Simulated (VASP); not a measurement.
Calculation: PBEsol GGA, VASP's PBE PAW potentials (set 64) (plane waves; VASP).

A VASP calculation is set up with these files.

**KPOINTS**
```
Automatic mesh
0
Gamma
6 6 6
0 0 0
```

### POSCAR
```
Ga2As4B2
1
    5.1593553795     0.0000000000    -0.0000000000
    0.0000000000     5.1593553795     0.0000000000
    0.0000000000    -0.0000000000     5.3588383636
Ga As B
2 4 2
Direct
  1.0000000000   1.0000000000   0.0000000000
  0.5000000000   0.5000000000   0.0000000000
  0.2500000000   0.2500000000   0.2875478308
  0.7500000000   0.7500000000   0.2875478308
  0.7500000000   0.2500000000   0.7124521692
  0.2500000000   0.7500000000   0.7124521692
  0.5000000000   0.0000000000   0.5000000000
  0.0000000000   0.5000000000   0.5000000000
```

### INCAR
```
EDIFF = 1E-7
LORBIT = 11   ! lm-projected
ALGO = Normal
GGA = PS   ! PBEsol
NEDOS = 601
ENCUT = 520   ! plane-wave cut-off (eV)
NELM = 100   ! most electronic steps
LWAVE = .FALSE.
ISMEAR = -5   ! tetrahedra, Bloechl
PREC = Accurate
LMAXMIX = 4
LASPH = .TRUE.
LREAL = .FALSE.   ! projection in real space or not
SYSTEM = Ga2As4B2
ISIF = 2
LCHARG = .TRUE.
```

POTCAR, in this order: Ga_d As B (PBE.64 set). Program: vasp_std.

Output of the run:

### OUTCAR
```
 ion  position               nearest neighbor table
   1  0.000  0.000  0.000-   3 2.39   4 2.39   5 2.39   6 2.39
   2  0.500  0.500  0.000-   3 2.39   4 2.39   5 2.39   6 2.39
   3  0.250  0.250  0.288-   7 2.15   8 2.15   1 2.39   2 2.39
   4  0.750  0.750  0.288-   7 2.15   8 2.15   1 2.39   2 2.39
   5  0.750  0.250  0.712-   7 2.15   8 2.15   1 2.39   2 2.39
   6  0.250  0.750  0.712-   7 2.15   8 2.15   1 2.39   2 2.39
   7  0.500  0.000  0.500-   3 2.15   4 2.15   5 2.15   6 2.15
   8  0.000  0.500  0.500-   3 2.15   4 2.15   5 2.15   6 2.15
  LATTYP: Found a simple tetragonal cell.
 ALAT       =     5.1593553795
 C/A-ratio  =     1.0386643232
 Subroutine PRICEL returns following result:
  LATTYP: Found a simple tetragonal cell.
 ALAT       =     3.6482151754
 C/A-ratio  =     1.4688931727
 Subroutine GETGRP returns: Found  8 space group operations
The static configuration has the point symmetry D_2d.
The dynamic configuration has the point symmetry D_2d.
 Subroutine INISYM returns: Found  8 space group operations
 Subroutine IBZKPT returns following result:
 Found     40 irreducible k-points:

 Following reciprocal coordinates:
            Coordinates               Weight
...
```

File OSZICAR:
```
       N       E                     dE             d eps       ncg     rms          rms(c)
DAV:   1     0.396953961060E+03    0.39695E+03   -0.23560E+04  2576   0.208E+03
DAV:   2     0.147294875167E+02   -0.38222E+03   -0.37212E+03  2729   0.511E+02
DAV:   3    -0.394095034519E+02   -0.54139E+02   -0.53046E+02  2940   0.143E+02
DAV:   4    -0.420182722558E+02   -0.26088E+01   -0.25939E+01  3195   0.323E+01
DAV:   5    -0.420882111177E+02   -0.69939E-01   -0.69895E-01  2965   0.479E+00    0.704E+00
DAV:   6    -0.413129469753E+02    0.77526E+00   -0.14220E+00  3340   0.142E+01    0.387E+00
DAV:   7    -0.411487912821E+02    0.16416E+00   -0.55976E-01  2991   0.369E+00    0.136E+00
DAV:   8    -0.411372686831E+02    0.11523E-01   -0.63254E-02  3081   0.228E+00    0.294E-01
DAV:   9    -0.411382048301E+02   -0.93615E-03   -0.75752E-03  3245   0.852E-01    0.873E-02
DAV:  10    -0.411382455305E+02   -0.40700E-04   -0.80969E-04  3116   0.250E-01    0.409E-02
DAV:  11    -0.411383228376E+02   -0.77307E-04   -0.23156E-04  3590   0.768E-02    0.171E-02
DAV:  12    -0.411383184400E+02    0.43976E-05   -0.18463E-05  3073   0.337E-02    0.122E-02
DAV:  13    -0.411383202994E+02   -0.18594E-05   -0.11751E-05  3140   0.201E-02    0.139E-03
DAV:  14    -0.411383204952E+02   -0.19579E-06   -0.10652E-06  3136   0.697E-03    0.167E-03
DAV:  15    -0.411383205805E+02   -0.85252E-07   -0.10865E-07  1990   0.285E-03
   1 F= -.41138321E+02 E0= -.41138321E+02  d E =0.000000E+00
```

### OUTCAR
```
------------------------ aborting loop because EDIFF is reached ----------------------------------------
  FORCE on cell =-STRESS in cart. coord.  units (eV):
  Direction    XX          YY          ZZ          XY          YZ          ZX
  --------------------------------------------------------------------------------------
  Total        0.0137585      0.0137585      0.0076315      0.0000000     -0.0000000      0.0000000
  in kB        0.1545323      0.1545323      0.0857149      0.0000000     -0.0000000      0.0000000
  external PRESSURE =       0.1315932 kB  Pullay stress =       0.0000000 kB
  volume of cell :      142.65
      direct lattice vectors                 reciprocal lattice vectors
     5.159355380  0.000000000  0.000000000     0.193822663  0.000000000  0.000000000
     0.000000000  5.159355380  0.000000000     0.000000000  0.193822663  0.000000000
     0.000000000  0.000000000  5.358838364     0.000000000  0.000000000  0.186607606
 POSITION                                       TOTAL-FORCE (eV/Angst)
 -----------------------------------------------------------------------------------
      0.00000      0.00000      0.00000        -0.000000     -0.000000      0.000000
      2.57968      2.57968      0.00000        -0.000000     -0.000000      0.000000
      1.28984      1.28984      1.54092         0.000000     -0.000000     -0.003640
      3.86952      3.86952      1.54092         0.000000      0.000000     -0.003640
      3.86952      1.28984      3.81792         0.000000      0.000000      0.003640
      1.28984      3.86952      3.81792         0.000000      0.000000      0.003640
      2.57968      0.00000      2.67942         0.000000      0.000000      0.000000
      0.00000      2.57968      2.67942         0.000000      0.000000     -0.000000
 -----------------------------------------------------------------------------------
    total drift:                               -0.000000     -0.000000     -0.000000
  FREE ENERGIE OF THE ION-ELECTRON SYSTEM (eV)
  ---------------------------------------------------
  free  energy   TOTEN  =       -41.1383205805 eV

  energy  without entropy=      -41.1383205805  energy(sigma->0) =      -41.13832058

 total charge

# of ion       s       p       d       tot
------------------------------------------
    1        0.892   0.917  10.004  11.813
    2        0.892   0.917  10.004  11.813
    3        1.195   1.615   0.053   2.863
    4        1.195   1.615   0.053   2.863
    5        1.195   1.615   0.053   2.863
    6        1.195   1.615   0.053   2.863
    7        0.643   1.015   0.000   1.658
    8        0.643   1.015   0.000   1.658
--------------------------------------------------
tot          7.848  10.324  20.220  38.392
```
(Selected blocks of OUTCAR.)

The structure was generated: Ga2As4B2 was put into an ordered model structure (P-4m2), which need not be its known phase. It was relaxed first.
